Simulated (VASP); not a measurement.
These are LDA (Ceperley-Alder, Perdew-Zunger), VASP's LDA PAW potentials (set 64) (plane waves; VASP) values and carry that method's errors.

The input files of a VASP run:

**POSCAR**
```
CsPbCl3
11.0562940
  0.5000000188   0.0000000000   0.0000000000
  0.0000000000   0.5000000188   0.0000000000
  0.0000000000   0.0000000000   0.5000000188
Cs Pb Cl
1 1 3
Cartesian
  0.0000000000   0.0000000000   0.0000000000
  0.2500000094   0.2500000094   0.2500000094
  0.2500000094   0.0000000000   0.2500000094
  0.0000000000   0.2500000094   0.2500000094
  0.2500000094   0.2500000094   0.0000000000
```

**KPOINTS**
```
Automatic mesh
0
G
 5 5 5
```

### INCAR
```
# general
SYSTEM =CsPbCl3
PREC   =Accurate
ENCUT  =520
LREAL  =F
LASPH  =T

# electronic loop
EDIFF  =1E-7
NELM   =100
ALGO   =Normal
LMAXMIX=4

# smearing
ISMEAR =-5

# ions
ISIF   =2

# output
LWAVE  =F
LCHARG =T
LORBIT =11
NEDOS  =601

# other
LEFG   =T
```

POTCAR, in this order: Cs_sv Pb_d Cl (LDA.64 set). Program: vasp_std.

Output

### OSZICAR
```
       N       E                     dE             d eps       ncg     rms          rms(c)
DAV:   1     0.425329219757E+03    0.42533E+03   -0.19909E+04   520   0.158E+03
DAV:   2     0.326491739802E+02   -0.39268E+03   -0.38287E+03   648   0.358E+02
DAV:   3    -0.181313025241E+02   -0.50780E+02   -0.50457E+02   620   0.136E+02
DAV:   4    -0.201291569623E+02   -0.19979E+01   -0.19937E+01   712   0.327E+01
DAV:   5    -0.201809922996E+02   -0.51835E-01   -0.51796E-01   702   0.473E+00    0.578E+00
DAV:   6    -0.194961541993E+02    0.68484E+00   -0.15962E+00   692   0.141E+01    0.379E+00
DAV:   7    -0.194478321079E+02    0.48322E-01   -0.51447E-01   774   0.453E+00    0.169E+00
DAV:   8    -0.194436292671E+02    0.42028E-02   -0.68869E-02   776   0.221E+00    0.279E-01
DAV:   9    -0.194412871756E+02    0.23421E-02   -0.13819E-02   778   0.977E-01    0.107E-01
DAV:  10    -0.194413576152E+02   -0.70440E-04   -0.11650E-03   712   0.251E-01    0.347E-02
DAV:  11    -0.194413512715E+02    0.63437E-05   -0.91404E-05   722   0.681E-02    0.772E-03
DAV:  12    -0.194413506264E+02    0.64517E-06   -0.16307E-05   712   0.496E-02    0.553E-03
DAV:  13    -0.194413505469E+02    0.79436E-07   -0.15147E-06   726   0.906E-03    0.231E-03
DAV:  14    -0.194413505111E+02    0.35817E-07   -0.16572E-07   464   0.491E-03
   1 F= -.19441351E+02 E0= -.19441351E+02  d E =0.000000E+00
```

### OUTCAR
```
------------------------ aborting loop because EDIFF is reached ----------------------------------------
  FORCE on cell =-STRESS in cart. coord.  units (eV):
  Direction    XX          YY          ZZ          XY          YZ          ZX
  --------------------------------------------------------------------------------------
  Total       -0.1702980     -0.1702980     -0.1702980      0.0000000      0.0000000     -0.0000000
  in kB       -1.6150327     -1.6150327     -1.6150327      0.0000000      0.0000000     -0.0000000
  external PRESSURE =      -1.6150327 kB  Pullay stress =       0.0000000 kB
  volume of cell :      168.94
      direct lattice vectors                 reciprocal lattice vectors
     5.528147208  0.000000000  0.000000000     0.180892433  0.000000000  0.000000000
     0.000000000  5.528147208  0.000000000     0.000000000  0.180892433  0.000000000
     0.000000000  0.000000000  5.528147208     0.000000000  0.000000000  0.180892433
 POSITION                                       TOTAL-FORCE (eV/Angst)
 -----------------------------------------------------------------------------------
      0.00000      0.00000      0.00000         0.000000      0.000000      0.000000
      2.76407      2.76407      2.76407         0.000000      0.000000      0.000000
      2.76407      0.00000      2.76407         0.000000      0.000000      0.000000
      0.00000      2.76407      2.76407         0.000000      0.000000      0.000000
      2.76407      2.76407      0.00000         0.000000      0.000000      0.000000
 -----------------------------------------------------------------------------------
    total drift:                                0.000000     -0.000000     -0.000000
  FREE ENERGIE OF THE ION-ELECTRON SYSTEM (eV)
  ---------------------------------------------------
  free  energy   TOTEN  =       -19.4413505111 eV

  energy  without entropy=      -19.4413505111  energy(sigma->0) =      -19.44135051

 total charge

# of ion       s       p       d       tot
------------------------------------------
    1        1.825   4.685   0.015   6.525
    2        1.510   0.493   9.862  11.865
    3        1.598   3.500   0.000   5.098
    4        1.598   3.500   0.000   5.098
    5        1.598   3.500   0.000   5.098
--------------------------------------------------
tot          8.130  15.677   9.876  33.684
```
(Selected blocks of OUTCAR.)

The compound is CsPbCl3 in the cubic perovskite structure, the ideal cubic form; the compound distorts at low or room temperature. It was relaxed first.
